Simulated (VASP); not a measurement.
Consider the following.

```
CELL_PARAMETERS angstrom
      0.00000     2.47500     2.47500
      2.47500     0.00000     2.47500
      2.47500     2.47500     0.00000
ATOMIC_POSITIONS crystal
  Pb 0.00000 0.00000 0.00000
```

Level of theory: MS2 meta-GGA, VASP's PBE PAW potentials (set 64) (plane waves; VASP). Numerical set-up: 520 eV cut-off, 11×11×11 Γ-centred mesh, first-order Methfessel-Paxton smearing of 0.10 eV, potentials Pb_d.

Q: The ions, cell shape and volume are relaxed. Predict the relaxed structure.

A: 
```
CELL_PARAMETERS angstrom
      0.00000     2.46031     2.46031
      2.46031     0.00000     2.46031
      2.46031     2.46031     0.00000
ATOMIC_POSITIONS crystal
  Pb 0.00000 0.00000 0.00000
```
Space group Fm-3m (225), at a tolerance of 0.03 Å.

Q: How do energy and volume change from the first to the last step?

A: The energy (σ→0) changes by -1.2 meV/atom and the volume by -1.8 %, in 3 ionic steps.

The compound is Pb in the fcc structure. This run relaxes it. Symmetry was kept, so distortions that lower it aren't found.
